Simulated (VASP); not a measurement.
Calculation: revTPSS meta-GGA, VASP's PBE PAW potentials (set 64) (plane waves; VASP).

Input for VASP

File POSCAR:
```
MoS2
1
    1.5773078314    -2.7319770288     0.0000000000
    1.5773078314     2.7319770288     0.0000000000
   -0.0000000000     0.0000000000    13.0626827410
Mo S
2 4
Direct
  0.3333330000   0.6666670000   0.2500000000
  0.6666670000   0.3333330000   0.7500000000
  0.3333330000   0.6666670000   0.8707423594
  0.6666670000   0.3333330000   0.3707423594
  0.6666670000   0.3333330000   0.1292576406
  0.3333330000   0.6666670000   0.6292576406
```

### KPOINTS
```
Automatic mesh
0
Gamma
7 7 2
0 0 0
```

**INCAR**
```
SYSTEM = MoS2
PREC = Accurate; ENCUT = 520; LREAL = .FALSE.
LASPH = .TRUE.
EDIFF = 1E-6; NELM = 100; ALGO = Normal
LMAXMIX = 4; LMIXTAU = .TRUE.
ISMEAR = 0; SIGMA = 0.05
METAGGA = RTPSS
IBRION = 2; NSW = 60; ISIF = 3
EDIFFG = -0.02
LWAVE = .FALSE.; LCHARG = .FALSE.
```

POTCAR, in this order: Mo_sv S (PBE.64 set). Program: vasp_std.

**Question.** What will the output report for the number of irreducible k-points (NKPTS), largest plane-wave count, number of space-group operations, FFT grid (NGX, NGY, NGZ)?

**Answer.** 
- number of irreducible k-points (NKPTS): 16
- largest plane-wave count: 3056
- number of space-group operations: 24
- FFT grid (NGX, NGY, NGZ): 24 × 24 × 98

The compound is MoS2 in the 2H layered structure. This run relaxes it. Symmetry was kept, so distortions that lower it aren't found. The start is the result of an earlier pass.
